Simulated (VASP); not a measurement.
Data:

```
PtS2
1.0
    1.77344    -3.07170     0.00000
    1.77344     3.07170     0.00000
    0.00000     0.00000     5.59593
Pt S
1 2
Direct
  0.00000   0.00000   0.00000
  0.33333   0.66667   0.22053
  0.66667   0.33333   0.77947
```

These are r2SCAN meta-GGA, VASP's PBE PAW potentials (set 64) (plane waves; VASP) values and carry that method's errors. Numerical set-up: 520 eV cut-off, 8×8×5 Γ-centred mesh, tetrahedra with Blöchl corrections, potentials Pt S.

Unless said otherwise, spin-orbit coupling is left out, though it shifts the bands of the heavy elements here.

Question: Give the energies of bands 3 to 14 at the high-symmetry points, in eV from the valence-band maximum.

Answer: 
```
band      Γ      M      K      A      L      H
----  -----  -----  -----  -----  -----  -----
3     -6.29  -6.99  -6.08  -6.19  -7.10  -5.91
4     -6.20  -5.58  -5.75  -6.19  -5.62  -5.83
5     -6.20  -4.73  -5.75  -5.52  -4.62  -5.83
6     -3.45  -4.10  -4.07  -3.46  -4.59  -3.97
7     -3.45  -2.75  -4.07  -3.46  -2.76  -3.97
8     -1.58  -2.63  -3.07  -1.92  -2.73  -3.04
9     -0.65  -2.57  -2.57  -0.88  -2.41  -3.02
10    -0.65  -2.41  -1.07  -0.74  -2.30  -1.38
11    -0.12  -2.08  -1.07  -0.74  -1.38  -1.38
12     2.92   2.36   1.59   3.14   2.60   2.38
13     2.92   2.99   1.59   3.14   2.81   2.38
14     6.02   5.92   6.20   6.32   5.59   7.60
```

The gap is indirect, 1.36 eV, from the valence maximum at (0.00, 0.12, 0.20) to the conduction minimum at (0.00, 0.25, 0.40).

The compound is PtS2 in the 1T layered structure. It was relaxed first, which changed the volume by +11 %.
